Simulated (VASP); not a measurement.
```
CELL_PARAMETERS angstrom
      0.00000     3.26768     3.26768
      3.26768     0.00000     3.26768
      3.26768     3.26768     0.00000
ATOMIC_POSITIONS crystal
  Te 0.50000 0.50000 0.50000
  Pb 0.00000 0.00000 0.00000
```

Calculation: r2SCAN meta-GGA, VASP's PBE PAW potentials (set 64) (plane waves; VASP 6.6.1). Run with 480 eV cut-off, 6×6×6 Γ-centred mesh, Gaussian smearing of 0.050 eV, potentials Te Pb_d.

Stress in GPa, positive for a compressed cell; the cube axes lie along x, y and z, and the ions stay on their sites.

```tsv
strain	σxx	σyy	σzz
none	0.04	0.04	0.04
εyy = +0.5 %, εzz = +0.5 %	-0.06	-0.58	-0.58
εyy = +1.0 %, εzz = +1.0 %	-0.13	-1.12	-1.12
```

Task: Fit C11 and C12 to these rows, and predict the stress for εxx = -4.0 %, εyy = -4.0 %, εzz = -4.0 %.

Result: Least squares on Δσ_i = −C11 ε_i − C12 (ε_j + ε_k) over all components shown gives C11 = 109 GPa and C12 = 9 GPa, and so σxx, σyy, σzz = 5.10, 5.10, 5.10 GPa. The run gave 6.86, 6.86, 6.86 GPa; the difference holds the non-linear terms and numerical noise.

Left out are shears, moved atoms, failed runs and, from the fit, strains over 2.5 %.

The compound is PbTe in the rock salt structure.
